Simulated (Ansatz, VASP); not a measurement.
# Cross-check of AlRh between VASP and Ansatz

One calculation is typed for both programs; each brings its own data sets. How far apart do they land? The cell is taken from a series of runs on this material, whose earlier steps may have relaxed, scaled, displaced or heated it; both programs get it as it stands.

Program: Ansatz 0.2.0. Level of theory: plane waves, with VASP 6.6.1 beside it; relaxation of cell and atoms at PBEsol and zone-centre phonons at PBEsol. Results are calculated unless marked as measured.

## (1) The starting structure

It takes space group Pm-3m (No. 221, cubic). Conventional cell: a = 2.972 Å, b = 2.972 Å, c = 2.972 Å, α = 90.00°, β = 90.00°, γ = 90.00°. Nearest to Al lie 8 Rh at 2.57 Å. Nearest to Rh lie 8 Al at 2.57 Å. Farther neighbours are not listed.

## (2) Ansatz: relaxation of cell and atoms, PBEsol, pair 1

Ansatz runs on its default PAW (the set named soft_2) files.

The relaxed volume is the usual yardstick between codes: in a stiff, nearly cubic crystal its relative difference is about their pressure difference at one cell divided by the bulk modulus.

The input, input.yaml:

```yaml
crystal:
  lattice:
    - [2.9720644771, 0.0, 0.0]
    - [0.0, 2.9720644771, 0.0]
    - [0.0, 0.0, 2.9720644771]
  atoms:
    - { symbol: Al, position: [0.0, 0.0, 0.0] }
    - { symbol: Rh, position: [0.5, 0.5, 0.5] }
kpoints:
  mp_grid: { grid: [12, 12, 12] }
hamiltonian:
  xc: pbesol
scf:
  occupations: { method: methfessel_paxton, width: 0.15 }
output:
  forces: true
  stress: true
  eigenvalues: true
relax:
  adjacent_minimum: "off"
  f_tol: 0.001
  max_steps: 60
  cell: { stress_tol: 0.01 }
```

Started as:

```sh
$ ansatz run input.yaml --threads 4 --pin off --max-ram 7168MiB --backend cpu --events-out ev --progress --plain --runs-dir out
```

Numbers of over 12 decimals in the logs are rounded to 6 here.

What it wrote:

```text
Engine: ansatz 0.2.0, aarch64-unknown-linux-gnu
Pseudopotentials: kind: paw
Pseudopotential: Al, paw, valence charge 3, recommended cutoff 420 eV (normal), Al.paw.azcp
Pseudopotential: Rh, paw, valence charge 17, recommended cutoff 420 eV (normal), Rh.paw.azcp
Functional definition: PBEsol
  exchange = pbesol_x
  correlation = pbesol_c
Crystal: 2 atoms, lattice volume = 26.253 Å³
Basis set: ecut = 420 eV, 485 PW (Γ), exchange–correlation on 40×40×40 points (8 copies of the dense FFT grid, shifted against one another)
Bands: 14, of which v1, the nominal top of the filled ones, is band 10 counted from 1 (9 counted from 0)
Symmetry: 48 space group operations
Space group: Pm-3m (ITA 221), of the structure as read, at distance tolerance 3.0e-5 Å
k-points: 84 of 1728
Non-local potential: Al, projectors of the file, l = 0: 2, l = 1: 2, l = 2: 1
Non-local potential: Rh, projectors of the file, l = 0: 3, l = 1: 2, l = 2: 2, l = 3: 1
PAW form: soft (Blöchl's): semilocal exchange-correlation on the pseudo side does not see the compensation charge
PAW frozen core: Al, regenerated for the run's functional, and the local potential with it (the file was generated under x = pbe(κ = 0.804, μ = 0.219515), c = pbe(β = 0.066725))
PAW frozen core: Rh, regenerated for the run's functional, and the local potential with it (the file was generated under x = pbe(κ = 0.804, μ = 0.219515), c = pbe(β = 0.066725))
PAW one-centre angular grid: Al, 110 points (default); XC on 64 Gauss nodes
PAW one-centre angular grid: Rh, 590 points (default); XC on 64 Gauss nodes
Initial density: superposition of atomic densities (neutral atoms: chi_scale 0, normalization atom), corrected by the library's trained network
Initial wavefunctions: pseudopotential atomic-orbital guess
Functional: x = pbesol(κ = 0.804, μ = 0.123457), c = pbesol(β = 0.046)
SCF iter   1: F=—  HF=-6865.473454 eV  |F-HF|=—  |Δ(HF+E_count)|=         —  Δρ=8.27e-3  dr2=1.86e-2  ethr=1.77e-3  ⟨swp⟩=4.6  Hψ=5664  notcnv=0
preconditioner: auto → none  [metal: Δε(μ)=0.037 eV  Ē_g=9.356 eV  σ=0.150 eV  W_gap=0.21  n_scr=6 (ndim 8)  ℏωp=25.1 eV  f_vac=0.000  D(μ)=0.54/eV (n_scr^D=0)  sad-step TF]
SCF iter   2: F=—  HF=-6865.471120 eV  |F-HF|=—  |Δ(HF+E_count)|=   2.33e-3  S|Δr|=    0.00e0  Δρ=4.33e-3  dr2=5.54e-3  ethr=9.29e-5  ⟨swp⟩=1.0  Hψ=1848  notcnv=0
SCF iter   3: F=—  HF=-6865.470004 eV  |F-HF|=—  |Δ(HF+E_count)|=   1.12e-3  S|Δr|=    0.00e0  Δρ=3.05e-4  dr2=1.57e-5  ethr=2.77e-5  ⟨swp⟩=2.2  Hψ=1507  notcnv=0
SCF iter   4: F=—  HF=-6865.469894 eV  |F-HF|=—  |Δ(HF+E_count)|=   1.10e-4  S|Δr|=    0.00e0  Δρ=4.86e-5  dr2=3.35e-7  ethr=7.84e-8  ⟨swp⟩=2.5  Hψ=1893  notcnv=0
SCF iter   5: F=-6865.469894 eV  HF=-6865.469894 eV  |F-HF|=3.42e-10  |Δ(HF+E_count)|=   8.63e-9  S|Δr|=    0.00e0  Δρ=4.26e-6  dr2=1.03e-9  ethr=5.00e-10  ⟨swp⟩=5.2  Hψ=5302  notcnv=0
SCF 1 converged in 5 iterations: F = -6865.469894 eV  dr2 = 1.03e-9
  greatest PAW one-centre occupation: 1.000 electrons in one spin orbital (limit 2), on the Rh atom at site 1 (counted from 0), in its partial waves of l = 0
relax step   1: F+E_penalty+E_count = -6865.46989427 eV  Δ(F+E_penalty+E_count) = +0.000e0 eV  max|allowed force component| = 2.657e-29 eV/Å  Δτ_max = 0.0000 Å  P = -0.024 GPa  Ω = 26.253 Å³  (5 SCF iters, dr2 threshold 1.00e-7 eV, accepted)
[...]
relax step   2: F+E_penalty+E_count = -6865.46989613 eV  Δ(F+E_penalty+E_count) = -1.858e-6 eV  max|allowed force component| = 7.363e-30 eV/Å  Δτ_max = 0.0000 Å  P = +0.004 GPa  Ω = 26.249 Å³  energy of the carried Pulay correction = +1.639e-6 eV  (3 SCF iters, dr2 threshold 1.47e-9 eV, accepted)
[...]
relax step   3: F+E_penalty+E_count = -6865.46989613 eV  Δ(F+E_penalty+E_count) = -3.665e-10 eV  max|allowed force component| = 1.053e-29 eV/Å  Δτ_max = 0.0000 Å  P = +0.004 GPa  Ω = 26.249 Å³  stress off target by 3.76e-3 GPa  SCF on the basis re-selected at this cell (its energy is not comparable with the rows above)  (5 SCF iters)
basis re-selected at this cell: Δ(F+E_penalty+E_count) = -3.665e-10 eV, ΔP = -0.000 GPa vs the last step (what re-selecting the basis moved, of the pressure what is left beyond the Pulay correction that the steps carried, after the strain that the cell walked since its last selection, with what the two solves' SCF thresholds leave and, on support functions, any second-order correction that the steps lacked; it is no  [...]
SCF converged after 5 iterations
Stability not checked: this state was not tested for a lower state beside it, because cold or Methfessel-Paxton smearing, or corrected tetrahedra, fill the levels in a way that the test cannot read (fill_not_monotonic; see scf.lower_state_search)
Free energy (F): -6865.469896 eV
Harris-Foulkes:  -6865.469896 eV  (|F-HF|=9.09e-13)
Internal energy: -6865.469913 eV  (E = F + TS)
E sigma→0 (E₀):  -6865.469900 eV
Entropy (-TS):   0.000017 eV (0.009 meV/atom)
Fermi energy:    17.139638 eV
Step filling:    the computed levels leave a gap of 0.0378 eV = 0.3 smearing widths at the electron count; against every level under it full and every level over it empty, smearing changes F+E_penalty+E_count by -0.428 meV and its σ→0 estimate by -0.432 meV
--- Per-component energies (eV) ---
  E_band       = -145.048836
  E_kinetic    = 603.265197
  E_local      = -2166.617487  (includes V_loc(G=0)·N_el)
  E_nonlocal   = 366.927824
  E_hartree    = 819.486415
  E_xc         = -262.666188
  E_vxc        = -310.615876  (∫ρ·V_xc dr)
  E_paw        = -3979.650562  (= ΣΔE_a)
  E_vpaw       = -276.982212  (= ΣTr[D̂ρ^β])
  E_aug_tail   = 0.000845  (compensation charges beyond the density's cutoff)
  E_ewald      = -2246.511297
  E_core_change = 0.295339  (= ΣΔE_core)
  E_smearing   = 0.000017  (= −TS)
  E_closure    = 0.000000  (closes the sum)
  Σ components = -6865.469896   (vs F -6865.469896, Δ=0.00e0)
--- Forces (eV/Å), atoms counted from 1 ---
  atom   1  Al     0.00000000     0.00000000     0.00000000
  atom   2  Rh    -0.00000000     0.00000000    -0.00000000
  max |Σ_I F_I| component: 2.10e-29 eV/Å
--- Stress (GPa, compression-positive) ---
        0.003755       0.000000      -0.000000
        0.000000       0.003755      -0.000000
       -0.000000      -0.000000       0.003755
  P = ⅓ Tr σ = 0.0038 GPa (0.038 kbar)
--- Band table (eV; the first three rows and the last of 84) ---
  k-point 0: bands = [... 6 lower, 12.0713, 15.3869, 15.3869, 15.3869, 22.1559, 22.1559, 22.1559, 26.6717]
  k-point 1: bands = [... 6 lower, 12.1175, 15.2537, 15.2537, 15.4008, 21.4269, 22.3959, 22.3959, 26.4408]
  k-point 2: bands = [... 6 lower, 12.2306, 14.9220, 14.9220, 15.4389, 20.0308, 23.0487, 23.0487, 25.8439]
  k-point 83: bands = [... 6 lower, 11.1601, 16.6402, 16.6402, 18.9115, 19.9210, 19.9210, 19.9210, 23.8812]
--- Relaxed structure (2 steps of the walk, 2 accepted, 1 SCFs on fresh bases) ---
  F+E_penalty+E_count = -6865.46989613 eV   max|allowed force component| = 1.053e-29 eV/Å   (the final SCF, on the basis selected at the relaxed cell)
  cell:  # Å, volume = 26.2493 Å³
    - [2.971934, 0, 0]
    - [0, 2.971934, 0.0]
    - [0, 0.0, 2.971934]
  atoms:
    - { symbol: Al, position: [0, 0, 0.0] }
    - { symbol: Rh, position: [0.5, 0.5, 0.5] }
```

## (3) VASP: relaxation of cell and atoms, PBEsol, pair 1

The same cell, functional, mesh and smearing now go to VASP, with its own data sets.

Lines of VASP's logs that name or quote its potential files are left out, and so is its time.

The input, INCAR:

```
SYSTEM = AlRh
PREC = Accurate
ENCUT = 500
EDIFF = 1E-07
NELM = 120
ISMEAR = 1
SIGMA = 0.15
LREAL = .FALSE.
ALGO = Normal
GGA = PS
NBANDS = 15
LASPH = .TRUE.
LORBIT = 11
LWAVE = .FALSE.
LCHARG = .FALSE.
ISIF = 3
IBRION = 2
NSW = 80
EDIFFG = -0.005
GGA_COMPAT = .FALSE.
NELMIN = 4
KPAR = 2
```

The input, POSCAR:

```
AlRh
1.0
    2.9720640000      0.0000000000      0.0000000000
    0.0000000000      2.9720640000      0.0000000000
    0.0000000000      0.0000000000      2.9720640000
Al Rh
1 1
Direct
    0.0000000000      0.0000000000      0.0000000000
    0.5000000000      0.5000000000      0.5000000000
```

The input, KPOINTS:

```
Automatic mesh
0
Gamma
12 12 12
0 0 0
```

PAW data sets: Al and Rh_pv (PBE family, release 64).

Started as:

```sh
$ mpirun -np 2 vasp_std
```

What it wrote:

```text
[banner, memory and clock lines left out]
running    2 mpi-ranks, on    1 nodes
 distrk:  each k-point on    1 cores,    2 groups
 distr:  one band on    1 cores,    1 groups

 POSCAR found type information on POSCAR AlRh
 POSCAR found :  2 types and       2 ions
|                                                                             |
|               ----> ADVICE to this user running VASP <----                  |
|                                                                             |
|     You enforced a specific xc type in the INCAR file but a different       |
|     [... a line on the potential file left out ...]
|     I HOPE YOU KNOW WHAT YOU ARE DOING!                                     |
|                                                                             |

 LDA part: xc-table for (Slater+PW92), standard interpolation
 POSCAR, INCAR and KPOINTS ok, starting setup
 FFT: planning ... GRIDC
 FFT: planning ... GRID_SOFT
 FFT: planning ... GRID
 WAVECAR not read
 entering main loop
       N       E                     dE             d eps       ncg     rms          rms(c)
DAV:   1     0.128422291586E+03    0.12842E+03   -0.10530E+04  2576   0.116E+03
DAV:   2    -0.129733037036E+02   -0.14140E+03   -0.13572E+03  2870   0.328E+02
DAV:   3    -0.150474910791E+02   -0.20742E+01   -0.20706E+01  3052   0.434E+01
DAV:   4    -0.150632120063E+02   -0.15721E-01   -0.15720E-01  2863   0.394E+00
DAV:   5    -0.150634960130E+02   -0.28401E-03   -0.28401E-03  3094   0.524E-01    0.112E+01
DAV:   6    -0.145486878279E+02    0.51481E+00   -0.27066E+00  2569   0.196E+01    0.256E+00
DAV:   7    -0.144310595220E+02    0.11763E+00   -0.30305E-01  2562   0.693E+00    0.213E+00
DAV:   8    -0.144096556364E+02    0.21404E-01   -0.20808E-02  2919   0.114E+00    0.258E-01
DAV:   9    -0.144092777805E+02    0.37786E-03   -0.46170E-04  3129   0.168E-01    0.129E-01
DAV:  10    -0.144092545015E+02    0.23279E-04   -0.37068E-05  2926   0.739E-02    0.846E-03
DAV:  11    -0.144092534151E+02    0.10864E-05   -0.18092E-06  3115   0.166E-02    0.359E-03
DAV:  12    -0.144092527191E+02    0.69597E-06   -0.80119E-08  1813   0.330E-03    0.277E-04
DAV:  13    -0.144092527028E+02    0.16315E-07   -0.59375E-09  1519   0.712E-04
   1 F= -.14409253E+02 E0= -.14409263E+02  d E =-.144093E+02
 curvature:   0.00 expect dE= 0.000E+00 dE for cont linesearch  0.000E+00
 trial: gam= 0.00000 g(F)=  0.000E+00 g(S)=  0.197E-04 ort = 0.000E+00 (trialstep = 0.100E+01)
 search vector abs. value=  0.197E-04
 bond charge predicted
       N       E                     dE             d eps       ncg     rms          rms(c)
DAV:   1    -0.144098994115E+02   -0.64669E-03   -0.71646E-03  2576   0.112E+00    0.203E-01
DAV:   2    -0.144093656670E+02    0.53374E-03   -0.30072E-03  2562   0.673E-01    0.848E-02
DAV:   3    -0.144092520458E+02    0.11362E-03   -0.24003E-04  2597   0.195E-01    0.164E-02
DAV:   4    -0.144092468547E+02    0.51911E-05   -0.12568E-05  2814   0.243E-02    0.322E-03
DAV:   5    -0.144092467853E+02    0.69359E-07   -0.32729E-07  2779   0.544E-03
   2 F= -.14409247E+02 E0= -.14409258E+02  d E =0.591749E-05
 trial-energy change:    0.000006  1 .order    0.000007   -0.000020    0.000034
 step:   0.3980(harm=  0.3690)  dis= 0.00000  next Energy=   -14.409257 (dE=-0.399E-05)
 bond charge predicted
       N       E                     dE             d eps       ncg     rms          rms(c)
DAV:   1    -0.144094910037E+02   -0.24415E-03   -0.25747E-03  2604   0.670E-01    0.123E-01
DAV:   2    -0.144092946559E+02    0.19635E-03   -0.10796E-03  2527   0.404E-01    0.507E-02
DAV:   3    -0.144092563350E+02    0.38321E-04   -0.85520E-05  2625   0.117E-01    0.989E-03
DAV:   4    -0.144092560459E+02    0.28906E-06   -0.45518E-06  2807   0.148E-02    0.192E-03
DAV:   5    -0.144092561298E+02   -0.83866E-07   -0.99806E-08  2258   0.287E-03
   3 F= -.14409256E+02 E0= -.14409266E+02  d E =-.342693E-05
 curvature:  -0.18 expect dE=-0.498E-07 dE for cont linesearch -0.498E-07
 trial: gam=-0.10343 g(F)=  0.101E-63 g(S)=  0.271E-06 ort = 0.231E-05 (trialstep = 0.880E+00)
 search vector abs. value=  0.381E-08
 reached required accuracy - stopping structural energy minimisation
```

Parts of OUTCAR (step 3):

```text
ion  position               nearest neighbor table
   1  0.000  0.000  0.000-   2 2.57   2 2.57   2 2.57   2 2.57   2 2.57   2 2.57   2 2.57   2 2.57

  LATTYP: Found a simple cubic cell.
 ALAT       =     2.9720640000

 Subroutine GETGRP returns: Found 48 space group operations
 (whereof 48 operations were pure point group operations)

The static configuration has the point symmetry O_h .

 Found     84 irreducible k-points:

   k-points           NKPTS =     84   k-points in BZ     NKDIM =     84   number of bands    NBANDS=     15

   dimension x,y,z NGX =    24 NGY =   24 NGZ =   24
   dimension x,y,z NGXF=    48 NGYF=   48 NGZF=   48

   ENCUT  =  500.0 eV  36.75 Ry    6.06 a.u.   5.42  5.42  5.42*2*pi/ulx,y,z

   NELECT =      18.0000    total number of electrons

 k-points in reciprocal lattice and weights: Automatic mesh
   0.00000000  0.00000000  0.00000000       0.001
   0.08333333  0.00000000  0.00000000       0.003
   0.16666667  0.00000000  0.00000000       0.003
   0.25000000  0.00000000  0.00000000       0.003
   0.33333333  0.00000000  0.00000000       0.003
   0.41666667  0.00000000  0.00000000       0.003
   0.50000000  0.00000000  0.00000000       0.002
   0.08333333  0.08333333  0.00000000       0.007
   0.16666667  0.08333333  0.00000000       0.014
[...]
0.50000000  0.50000000  0.41666667       0.003
   0.50000000  0.50000000  0.50000000       0.001

 average (electrostatic) potential at core
       1 -68.4746       2 -70.9187

 E-fermi :  11.6681

 k-point     1 :       0.0000    0.0000    0.0000
  band No.  band energies     occupation
    ...
      5       6.6046      2.00000
      6       6.6046      2.00000
      7       9.9174      2.00000
      8       9.9174      2.00000
      9       9.9174      2.00000
     10      16.6850      0.00000
     11      16.6850      0.00000
     12      16.6850      0.00000
     13      21.2400      0.00000
     14      21.2400      0.00000
    ...

 k-point     2 :       0.0833    0.0000    0.0000
  band No.  band energies     occupation
    ...
      5       6.6464      2.00000
      6       6.6507      2.00000
      7       9.7842      2.00000
      8       9.7842      2.00000
      9       9.9312      2.00000
     10      15.9562      0.00000
     11      16.9259      0.00000
     12      16.9259      0.00000
     13      21.0086      0.00000
     14      21.8124      0.00000
    ...

 k-point     3 :       0.1667    0.0000    0.0000
  band No.  band energies     occupation
    ...
      5       6.7451      2.00000
      6       6.7639      2.00000
      7       9.4526      2.00000
      8       9.4526      2.00000
      9       9.9692      2.00000
     10      14.5586     -0.00000
     11      17.5809      0.00000
     12      17.5809      0.00000
     13      20.4097      0.00000
     14      22.6835      0.00000
    ...

  Total        0.0019336      0.0019336      0.0019336     -0.0000000     -0.0000000     -0.0000000
  in kB        0.1179498      0.1179498      0.1179498     -0.0000000     -0.0000000     -0.0000000
  external PRESSURE =       0.1179498 kB  Pullay stress =       0.0000000 kB

  energy-cutoff  :      500.00
  volume of cell :       26.27
      direct lattice vectors                 reciprocal lattice vectors
     2.972534935  0.000000000  0.000000000     0.336413204 -0.000000000  0.000000000
     0.000000000  2.972534935  0.000000000    -0.000000000  0.336413204 -0.000000000
    -0.000000000  0.000000000  2.972534935    -0.000000000 -0.000000000  0.336413204

 POSITION                                       TOTAL-FORCE (eV/Angst)
 -----------------------------------------------------------------------------------
      0.00000      0.00000      0.00000         0.000000     -0.000000      0.000000
      1.48627      1.48627      1.48627        -0.000000      0.000000      0.000000
 -----------------------------------------------------------------------------------
    total drift:                                0.000000     -0.000000     -0.000000

  FREE ENERGIE OF THE ION-ELECTRON SYSTEM (eV)
  ---------------------------------------------------
  free  energy   TOTEN  =       -14.4092561298 eV

  energy  without entropy=      -14.4092869114  energy(sigma->0) =      -14.40926639

 reached required accuracy - stopping structural energy minimisation

 total charge
# of ion       s       p       d       tot
------------------------------------------
    1        0.382   0.402   0.000   0.784
    2        0.366   6.309   7.344  14.019
--------------------------------------------------
tot          0.748   6.711   7.344  14.803

[... 3 further parts left out ...]
```

CONTCAR:

```
AlRh
   1.00000000000000
     2.9725349347608003    0.0000000000000000    0.0000000000000000
     0.0000000000000000    2.9725349347608003    0.0000000000000000
    -0.0000000000000000    0.0000000000000000    2.9725349347608003
  Al              Rh
     1     1
Direct
     0.0000000000000000    0.0000000000000000    0.0000000000000000
     0.5000000000000000    0.5000000000000000    0.5000000000000000
```

## (4) Comparison

Known differences besides the potentials themselves: the data sets hold 20 valence electrons in Ansatz (on its default PAW (the set named soft_2) files) and 18 in VASP; the cutoff is 420 eV in Ansatz and 500 eV in VASP; Ansatz makes its cores anew for this functional, VASP keeps those of its PBE data sets; Ansatz adds a Pulay correction to the stress that steers its cell, VASP none. Total energies have different zeros and are not compared.

Compared:

```tsv
quantity	Ansatz	VASP	difference
volume (Å³)	26.25	26.27	-0.06 %
edge a after relaxation, in the typed setting (Å)	2.972	2.973	-0.02 %
```

(Part 1 of 2 ends here.)

[Lines on the potential files, build, host, timing and source positions are cut from VASP's logs without a mark.]

[Logs are printed without paths, hosts, clocks, repeated set-up lines and the standing remarks that a program may print on its own settings, such as how far it seeks lower states.]

[Hosts, paths, dates, database ids (printed as entryN), source tags and the programs' standing remarks are cut or masked in the printed files.]
